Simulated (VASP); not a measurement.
The system is W.

```
CELL_PARAMETERS angstrom
-1.58516 1.58516 1.58516
1.58516 -1.58516 1.58516
1.58516 1.58516 -1.58516
ATOMIC_POSITIONS crystal
W 0.00000 0.00000 0.00000
```

```yaml
Program: VASP 6.6.1
Task: relaxation of cell and atoms
Functional: PBE
Potentials_or_basis: VASP PAW PBE potentials, release 64 (W_sv)
Cutoff: 600 eV
k_mesh: 19 × 19 × 19
Occupations: methfessel-paxton, width 0.1 eV
Spin: no spin polarisation
```

At the start: pressure 4.3 GPa; volume 15.93 Å³/atom.

How do energy, volume and symmetry change on relaxing?

Over 3 steps the energy falls by 2.9 meV/atom and the volume is 16.16 Å³/atom (+1.4 %); space group Im-3m (No. 229, to 0.05 Å).

Step by step:
| step | energy change (eV) | largest force (eV/Å) | pressure (GPa) | volume (Å³) |
| --- | --- | --- | --- | --- |
| 1 | 0.0000 | 0.0000 | 4.26 | 15.93 |
| 2 | 0.0294 | 0.0000 | -12.69 | 16.93 |
| 3 | -0.0029 | 0.0000 | -0.04 | 16.16 |

Final structure:
```xyz
1
Lattice="-1.5925 1.5925 1.5925 1.5925 -1.5925 1.5925 1.5925 1.5925 -1.5925" Properties=species:S:1:pos:R:3 pbc="T T T"
W     0.0000    0.0000    0.0000
```
